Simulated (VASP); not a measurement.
Given:

```
CELL_PARAMETERS angstrom
      0.00000     3.23000     3.23000
      3.23000     0.00000     3.23000
      3.23000     3.23000     0.00000
ATOMIC_POSITIONS crystal
  Hg 0.00000 0.00000 0.00000
  Te 0.75000 0.75000 0.75000
```

These are r2SCAN meta-GGA, VASP's PBE PAW potentials (set 64) (plane waves; VASP) values and carry that method's errors. Numerical set-up: 480 eV cut-off, 7×7×7 Γ-centred mesh, Gaussian smearing of 0.050 eV, potentials Hg Te.

Energy and stress use the plane-wave basis of the starting cell.

Question: The ions, cell shape and volume are relaxed. What does this cell relax into?

Answer: 
```
CELL_PARAMETERS angstrom
      0.00000     3.28910     3.28910
      3.28910     0.00000     3.28910
      3.28910     3.28910     0.00000
ATOMIC_POSITIONS crystal
  Hg 0.00000 0.00000 0.00000
  Te 0.75000 0.75000 0.75000
```
Space group F-43m (216), at a tolerance of 0.03 Å.

Question: How do energy and volume change from the first to the last step?

Answer: The energy (σ→0) changes by -13.9 meV/atom and the volume by +5.6 %, in 3 ionic steps.

The compound is HgTe in the zinc blende structure. This run relaxes it. Symmetry was kept, so distortions that lower it aren't found.
